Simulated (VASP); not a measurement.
# Rb4Hg2Ge: single point with PBEsol

Rb4Hg2Ge:

```
Hg Ge Rb
1.0
     7.42100    0.37780   -0.72253
     0.06538    6.33327   -0.05659
     0.36341   -0.86023    6.30394
Hg Ge Rb
2 1 4
Cartesian
  6.7368 5.0729 5.4796
  1.4174 3.9382 0.0248
  1.4168 5.6417 4.6567
  3.4928 3.4201 3.0313
  5.1886 2.7714 -0.4065
  7.3826 3.2575 2.7479
  5.3513 0.1356 2.3929
```

The cell was built by a generator and needn't be a form met in nature.

- Program: VASP 6.6.1
- Task: single point
- Functional: PBEsol
- Potentials or basis: VASP PAW PBE potentials, release 64 (Hg, Ge_d, Rb_sv)
- Cutoff: 520 eV
- k mesh: 2 × 3 × 3
- Occupations: gaussian, width 0.05 eV
- Spin: no spin polarisation
- Dipole correction: no
- Further INCAR settings: ALGO = Fast; EDIFF = 1e-06; NBANDS = 46

The pressure is 1.2 GPa and the largest force is 0.698 eV/Å. The band gap on the k mesh is 0.02 eV, indirect (least direct gap 0.19 eV).

Forces on the atoms (eV/Å):
```
Hg   0.131  0.193 -0.139
Hg   0.240  0.003  0.115
Ge  -0.022  0.289  0.164
Rb  -0.546  0.166  0.201
Rb  -0.161 -0.135 -0.059
Rb   0.447 -0.340 -0.414
Rb  -0.090 -0.176  0.133
```

Stress tensor (GPa, compression positive):
```
 0.44 -0.05 -0.04
-0.05  1.59  0.13
-0.04  0.13  1.64
```

Levels at points of the mesh, in eV from the valence-band top:
```tsv
k point	band 33	band 34	band 35	band 36	band 37	band 38	band 39	band 40	band 41	band 42
(0.00, 0.00, 0.00)	-4.64	-3.47	-1.36	-0.59	-0.40	0.27	0.62	0.91	1.55	1.92
(0.50, 0.00, 0.00)	-4.67	-3.76	-0.71	-0.37	-0.20	0.10	0.55	0.86	1.52	1.96
```

Run time: 9.8 min on 1 thread of AMD EPYC 7R13 Processor (Zen 3), on a shared host, peak memory 0.39 GiB.

Caveat: the k mesh is coarse (spacing up to 0.42 Å⁻¹), so the values aren't converged; the PAW data sets were made with another functional, which shifts forces and pressure a little; spin-orbit coupling is left out, which moves the levels of the heavy elements. Expect the measured gap to be larger: semilocal functionals such as PBEsol lack the derivative discontinuity.
